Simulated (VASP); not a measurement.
A convergence study with VASP on RbCl (rock salt): a few settings are varied, all else stays as given below, so the limit is that of these other settings.

```xyz
2
Lattice="0.0000 3.2900 3.2900 3.2900 0.0000 3.2900 3.2900 3.2900 0.0000" Properties=species:S:1:pos:R:3 pbc="T T T"
Rb     0.0000     0.0000     0.0000
Cl     3.2900     3.2900     3.2900
```

Computed with HSE06 screened hybrid, VASP's PBE PAW potentials (set 64) (plane waves; VASP). The last row used: 400 eV cut-off, 4×4×4 Γ-centred mesh, Gaussian smearing of 0.050 eV, potentials Rb_sv Cl.

Gaps are read on the run's mesh, which can miss a band edge.

```
setting                         E (eV/atom)  pressure (GPa)  gap on the mesh (eV)  electronic steps
------------------------------  -----------  --------------  --------------------  ----------------
ENCUT = 300, PRECFOCK = Fast        -3.8778            0.46                 6.320                22
ENCUT = 400, PRECFOCK = Fast        -3.8773            0.61                 6.319                22
ENCUT = 520, PRECFOCK = Fast              ?            0.61                 6.320                22
ENCUT = 300, PRECFOCK = Normal      -3.8778            0.46                 6.320                22
ENCUT = 400, PRECFOCK = Normal      -3.8773            0.61                 6.319                22
```

**Question.** Complete the blanks.

**Answer.** 
- ENCUT = 520, PRECFOCK = Fast, E (eV/atom): -3.8766

Left out are rungs that failed or repeat a setting and relaxations that didn't move; long series are thinned to 24 rows.

The compound is RbCl in the rock salt structure. The cell was not relaxed at this level.
